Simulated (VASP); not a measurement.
Here is the system:

```yaml
crystal:
  lattice:
    - [0.00000, 2.62190, 2.62190]
    - [2.62190, 0.00000, 2.62190]
    - [2.62190, 2.62190, 0.00000]
  atoms:
    - { symbol: Zr, position: [0.00000, 0.00000, 0.00000] }
    - { symbol: O, position: [0.25000, 0.25000, 0.25000] }
    - { symbol: O, position: [0.75000, 0.75000, 0.75000] }
```

The numbers are results of revPBE GGA, VASP's PBE PAW potentials (set 64) (plane waves; VASP), not measurements. Numerical set-up: 520 eV cut-off, 7×7×7 Γ-centred mesh, Gaussian smearing of 0.050 eV, potentials Zr_sv O.

### Question
Give the stress tensor in GPa (positive for a compressed cell).

### Answer

```
-11.71    0.00    0.00
  0.00  -11.71    0.00
  0.00    0.00  -11.71
```
The pressure is its mean diagonal, -11.71 GPa.

The compound is ZrO2 in the fluorite structure, the high-temperature cubic form, which is unstable at 0 K; the monoclinic form is the stable one. This cell is one point of a volume scan, at 1.06 of the reference volume.
